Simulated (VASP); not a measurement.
VASP input:

INCAR:
```
SYSTEM = AuCl
PREC = Accurate
ENCUT = 400
EDIFF = 1E-6
NELM = 100
ALGO = Normal
LREAL = .FALSE.
LASPH = .TRUE.
ISMEAR = 0
SIGMA = 0.05
GGA = PE
LMAXMIX = 6
LWAVE = .FALSE.
LCHARG = .FALSE.
ISIF = 2
```

**KPOINTS**
```
Automatic mesh
0
Gamma
5 5 3
0 0 0
```

**POSCAR**
```
AuCl
1
    2.9899060000     2.1849810000     0.0000000000
    2.9899060000    -2.1849810000     0.0000000000
   -1.0852270000     0.0000000000     6.4573640000
Au Cl
2 2
Direct
  0.5000000000   0.0000000000   0.0000000000
  0.0000000000   0.5000000000   0.5000000000
  0.4184000000   0.5816000000   0.2500000000
  0.5816000000   0.4184000000   0.7500000000
```

POTCAR, in this order: Au Cl (PBE.64 set). Program: vasp_std.

The run wrote:

standard output:
```
 -----------------------------------------------------------------------------
|                                                                             |
|     EEEEEEE  RRRRRR   RRRRRR   OOOOOOO  RRRRRR      ###     ###     ###     |
|     E        R     R  R     R  O     O  R     R     ###     ###     ###     |
|     E        R     R  R     R  O     O  R     R     ###     ###     ###     |
|     EEEEE    RRRRRR   RRRRRR   O     O  RRRRRR       #       #       #      |
|     E        R   R    R   R    O     O  R   R                               |
|     E        R    R   R    R   O     O  R    R      ###     ###     ###     |
|     EEEEEEE  R     R  R     R  OOOOOOO  R     R     ###     ###     ###     |
|                                                                             |
|     ERROR: the triple product of the basis vectors is negative exchange     |
|     two basis vectors                                                       |
|                                                                             |
|       ---->  I REFUSE TO CONTINUE WITH THIS SICK JOB ... BYE!!! <----       |
|                                                                             |
 -----------------------------------------------------------------------------
```

Question: Read the log: what went wrong, and how is it fixed?

Answer: The cause: the lattice vectors form a left-handed set. VASP stops with an error: ERROR: the triple product of the basis vectors is negative exchange two basis vectors ----> I REFUSE TO CONTINUE WITH THIS SICK JOB ... BYE!!! <---- To mend it, correct POSCAR.
POSCAR:
```
AuCl
1
    2.9899060000    -2.1849810000     0.0000000000
    2.9899060000     2.1849810000     0.0000000000
   -1.0852270000     0.0000000000     6.4573640000
Au Cl
2 2
Direct
  0.0000000000   0.5000000000   0.0000000000
  0.5000000000   0.0000000000   0.5000000000
  0.5816000000   0.4184000000   0.2500000000
  0.4184000000   0.5816000000   0.7500000000
```
The mended run (PBE GGA, plane waves, VASP's PBE PAW potentials (set 64)) converges, and its OSZICAR ends with
```
   1 F= -.91009321E+01 E0= -.91004124E+01  d E =-.103947E-02
```

The structure was generated: AuCl was put into the tenorite type (C2/c), which need not be its known phase. The cell was not relaxed at this level.
